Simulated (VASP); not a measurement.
All values below come from PBE GGA, VASP's PBE PAW potentials (set 64) (plane waves; VASP).

VASP input:

POSCAR:
```
BN
1
    0.0000000000     1.8043509624     1.8043509624
    1.8043509624     0.0000000000     1.8043509624
    1.8043509624     1.8043509624     0.0000000000
B N
1 1
Direct
  0.0000000000   0.0000000000   0.0000000000
  0.2500000000   0.2500000000   0.2500000000
```

### KPOINTS
```
Regular mesh
0
G
  12 12 12
0 0 0
```

INCAR:
```
ALGO = Normal
EDIFF = 1E-6
EDIFFG = -0.02
ENCUT = 620
GGA = PE
IBRION = 2
ISIF = 3
ISMEAR = 0
LASPH = .TRUE.
LCHARG = .FALSE.
LREAL = .FALSE.
LWAVE = .FALSE.
NELM = 100
NSW = 40
PREC = Accurate
PSTRESS = 50
SIGMA = 0.05
SYSTEM = BN
```

POTCAR, in this order: B N (PBE.64 set). Program: vasp_std.

Output of the run:

**OSZICAR**
```
       N       E                     dE             d eps       ncg     rms          rms(c)
DAV:   1     0.155793849510E+02    0.15579E+02   -0.58602E+03  1200   0.115E+03
DAV:   2    -0.181321018911E+02   -0.33711E+02   -0.32521E+02  1592   0.213E+02
DAV:   3    -0.184267917787E+02   -0.29469E+00   -0.29469E+00  1392   0.230E+01
DAV:   4    -0.184270675816E+02   -0.27580E-03   -0.27580E-03  1608   0.643E-01
DAV:   5    -0.184270676535E+02   -0.71817E-07   -0.71817E-07  1312   0.793E-03    0.671E+00
DAV:   6    -0.175421506635E+02    0.88492E+00   -0.34377E+00  1568   0.146E+01    0.328E+00
DAV:   7    -0.174671925751E+02    0.74958E-01   -0.95270E-02  1512   0.311E+00    0.190E+00
DAV:   8    -0.174524021232E+02    0.14790E-01   -0.42321E-02  1368   0.190E+00    0.195E-01
DAV:   9    -0.174526230719E+02   -0.22095E-03   -0.54889E-04  1216   0.265E-01    0.761E-02
DAV:  10    -0.174526979644E+02   -0.74892E-04   -0.13724E-04  1656   0.126E-01    0.158E-02
DAV:  11    -0.174527025908E+02   -0.46264E-05   -0.68752E-06  1320   0.272E-02    0.633E-03
DAV:  12    -0.174527026251E+02   -0.34358E-07   -0.11413E-06   616   0.985E-03
   1 F= -.17086052E+02 E0= -.17086052E+02  d E =-.170861E+02
```

File OUTCAR:
```
------------------------ aborting loop because EDIFF is reached ----------------------------------------
  FORCE on cell =-STRESS in cart. coord.  units (eV):
  Direction    XX          YY          ZZ          XY          YZ          ZX
  --------------------------------------------------------------------------------------
  Total        0.3677620      0.3677620      0.3677620      0.0000000      0.0000000     -0.0000000
  in kB       50.1515588     50.1515588     50.1515588      0.0000000      0.0000000     -0.0000000
  external PRESSURE =       0.1515588 kB  Pullay stress =      50.0000000 kB
  volume of cell :       11.75
      direct lattice vectors                 reciprocal lattice vectors
     0.000000000  1.804350962  1.804350962    -0.277107952  0.277107952  0.277107952
     1.804350962  0.000000000  1.804350962     0.277107952 -0.277107952  0.277107952
     1.804350962  1.804350962  0.000000000     0.277107952  0.277107952 -0.277107952
  FREE ENERGIE OF THE ION-ELECTRON SYSTEM (eV)
  ---------------------------------------------------
  free  energy   TOTEN  =       -17.4527026251 eV

  energy  without entropy=      -17.4527026251  energy(sigma->0) =      -17.45270263
  enthalpy is  TOTEN    =       -17.0860519708 eV   P V=        0.3666506543

 reached required accuracy - stopping structural energy minimisation
```
(Selected blocks of OUTCAR.)

The compound is BN in the zinc blende structure. It was relaxed first under an external pressure of 5 GPa.
